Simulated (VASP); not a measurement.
Consider the following.

```
Zn4STe3
1.0
    0.00000     2.95309     2.95309
    2.95309     0.00000     2.95309
   11.78041    11.78041     0.03195
Zn Te S
4 3 1
Cartesian
 11.63748  11.63748   0.17488
  2.89700   2.89700   0.05609
  8.88550   8.88550   5.87995
 11.92860  11.92860   5.78994
  1.39191   1.39191   1.56118
  4.42577   4.42577   1.48041
  7.46004   7.46004   1.39923
 10.29974  10.29974   1.51262
```

Method: PBEsol GGA, VASP's PBE PAW potentials (set 64) (plane waves; VASP). Numerical set-up: 400 eV cut-off, 6×6×2 Γ-centred mesh, Gaussian smearing of 0.050 eV, potentials Zn Te S.

Unless said otherwise, spin-orbit coupling is left out, though it shifts the bands of the heavy elements here.

Problem. Estimate the energy per atom (σ→0), band gap (on the k-mesh) with the smallest direct gap where there is one.

Solution. 
```yaml
band gap (on the k-mesh): 0.44 eV
smallest direct gap (on the k-mesh): 0.44 eV
energy per atom (σ→0): -3.110 eV/atom
```

The structure was generated: Zn4STe3 was put into an ordered model structure (R3m), which need not be its known phase. It was relaxed first. The start is the result of an earlier pass.
